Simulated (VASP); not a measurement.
Level of theory: r2SCAN meta-GGA, VASP's PBE PAW potentials (set 64) (plane waves; VASP).

The input files of a VASP run:

**KPOINTS**
```
Regular mesh
0
gamma
8 8 1
0 0 0
```

File POSCAR:
```
CeO2
15.567990
  0.2315638584   0.0000000008   0.0000000000
 -0.1157818933   0.2005401910   0.0000000000
  0.0000000000   0.0000000000   1.0000000130
Ce O
1 2
Cart
  0.2315638584   0.0000000008   0.5000000065
 -0.0000000919   0.1336935278   0.5576001052
  0.1157820570   0.0668466640   0.4423999079
```

**INCAR**
```
# general
SYSTEM  = CeO2
PREC    = Accurate
ENCUT   = 520
LREAL   = .FALSE.   # projection in real space or not
LASPH   = .TRUE.   # aspherical one-centre terms

# electronic loop
EDIFF   = 1E-7   # SCF stop (eV)
NELM    = 100   # most electronic steps
ALGO    = Normal   # blocked Davidson
LMAXMIX = 6   # l cut-off of mixed one-centre charges
LMIXTAU = .TRUE.

# smearing
ISMEAR  = -5

# functional
METAGGA = R2SCAN

# ions
ISIF    = 2   # forces and stress, cell fixed

# output
LWAVE   = .FALSE.
LCHARG  = .FALSE.
LORBIT  = 11   # lm-projected
NEDOS   = 601   # DOS grid

# other
LEFG    = .TRUE.
```

### KPOINTS_OPT
```
k-points along high-symmetry lines
20
Line-mode
Reciprocal
  0.000000   0.000000   0.000000 ! GAMMA
  0.500000   0.000000   0.000000 ! M

  0.500000   0.000000   0.000000 ! M
  0.333333   0.333333   0.000000 ! K

  0.333333   0.333333   0.000000 ! K
  0.000000   0.000000   0.000000 ! GAMMA
```

POTCAR, in this order: Ce O (PBE.64 set). Program: vasp_std.

The cell holds a wide vacuum, so values per volume refer to the whole cell.

Task: Predict the energy per atom (σ→0), band gap (over mesh and band path).

Result: 
```yaml
energy per atom (σ→0): -17.667 eV/atom
band gap (over mesh and band path): 2.69 eV
```

OSZICAR:
```
...
DAV:  56    -0.530002834404E+02   -0.73053E-07   -0.16908E-08   184   0.194E-03
   1 F= -.53000283E+02 E0= -.53000283E+02  d E =0.000000E+00
       N       E                     dE             ncg
       N       E                     dE             ncg
       N       E                     dE             ncg
       N       E                     dE             ncg
       N       E                     dE             ncg
       N       E                     dE             ncg
```

The cell is a sheet with vacuum, built from a generated structure. The run is not spin-polarised, so no magnetic state was tried.
